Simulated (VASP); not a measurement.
Input:

```
MoS2
1.0
    1.56871    -2.71709     0.00000
    1.56871     2.71709     0.00000
    0.00000     0.00000    16.18331
Mo S
2 4
Direct
  0.33333   0.66667   0.25000
  0.66667   0.33333   0.75000
  0.33333   0.66667   0.84613
  0.66667   0.33333   0.34613
  0.66667   0.33333   0.15387
  0.33333   0.66667   0.65387
```

Level of theory: AM05 GGA, VASP's PBE PAW potentials (set 64) (plane waves; VASP). Numerical set-up: 520 eV cut-off, 9×9×2 Γ-centred mesh, tetrahedra with Blöchl corrections, potentials Mo_sv S.

Without a dispersion term in the relaxation, distances and binding between the weakly bound layers, chains or molecules are unreliable, and so is what depends on them.

Q: The job: MoS$_{2}$ (2H layered), 6 atoms, AM05, static run, 520 eV, 9×9×2 Γ-centred mesh. Roughly how much core time does it take on a busy server core?

A: About 70 core-seconds (one run on a shared machine, a rough figure). It had 24 irreducible k-points, 31 bands, up to 3734 plane waves and 18 electronic steps.

The compound is MoS2 in the 2H layered structure. It was relaxed first, which changed the volume by +30 %.
